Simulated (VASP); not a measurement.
Input:

```
Ni
1.0
    0.00000     1.79520     1.79520
    1.79520     0.00000     1.79520
    1.79520     1.79520     0.00000
Ni
1
Direct
  0.00000   0.00000   0.00000
```
Starting moments (μB, in the order of the record's atoms Ni): 0.8.

Method: PBE GGA, VASP's PBE PAW potentials (set 64) (plane waves; VASP 6.6.1). Settings: 400 eV cut-off, 16×16×16 Γ-centred mesh, first-order Methfessel-Paxton smearing of 0.10 eV, potentials Ni.

Question: What does the run give for the cell moment, energy per atom (σ→0), pressure, band gap (on the k-mesh) with the smallest direct gap where there is one?

Answer: 
```json
{
  "band gap (on the k-mesh)": "none (metal, semimetal or under 0.01 eV)",
  "cell_moment": "0.61 μB",
  "energy per atom (σ→0)": "-5.447 eV/atom",
  "pressure": "-11.21 GPa"
}
```

Question: Give the moment on each site (PAW-sphere projection).

Answer: 
```json
[
 {"site": "Ni1", "moment (μB)": "0.63"}
]
```

Only differences to runs with the same potentials and settings are physical.

The compound is Ni in the fcc structure. The cell was not relaxed at this level.
